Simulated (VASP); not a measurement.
Here is the system:

```xyz
4
Lattice="4.4003 0.0000 0.0000 0.0000 4.4003 0.0000 0.0000 0.0000 6.1761" Properties=species:S:1:pos:R:3 pbc="T T T"
Cd     2.2002     4.4003     4.7399
Cd     4.4003     2.2002     1.4363
Te     4.4003     4.4003     3.0881
Se     2.2002     2.2002     0.0000
```

These are LDA (Ceperley-Alder, Perdew-Zunger) with spin-orbit coupling, VASP's LDA PAW potentials (set 64) (plane waves; VASP) values and carry that method's errors. Run with 400 eV cut-off, 5×5×4 Γ-centred mesh, Gaussian smearing of 0.050 eV, potentials Cd Te Se.

Problem. What does the run give for the energy per atom (σ→0), band gap (over mesh and band path) with the smallest direct gap where there is one?

Solution. 
The band gap (over mesh and band path) is 0.15 eV and the smallest direct gap (over mesh and band path) is 0.15 eV. The energy per atom (σ→0) is -3231 meV/atom.

The structure comes from a computed database's Cd2TeSe entry (P-4m2); how it stands against other phases isn't given here. It was relaxed first, which changed the volume by -7 %.
